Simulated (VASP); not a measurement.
```
CELL_PARAMETERS angstrom
      1.40118    -2.42691     0.00000
      1.40118     2.42691     0.00000
      0.00000     0.00000     4.41738
ATOMIC_POSITIONS crystal
  Os 0.33333 0.66667 0.25000
  Os 0.66667 0.33333 0.75000
```

Calculation: optB86b-vdW, VASP's PBE PAW potentials (set 64) (plane waves; VASP). Settings: 520 eV cut-off, 15×15×9 Γ-centred mesh, first-order Methfessel-Paxton smearing of 0.10 eV, potentials Os.

Q: Give the stress tensor in GPa (positive for a compressed cell).

A: 
```
-21.26    0.00    0.00
  0.00  -21.26    0.00
  0.00    0.00  -21.12
```
The pressure is its mean diagonal, -21.21 GPa.

The compound is Os in the hcp structure. This cell is one point of a volume scan, at 1.06 of the reference volume.
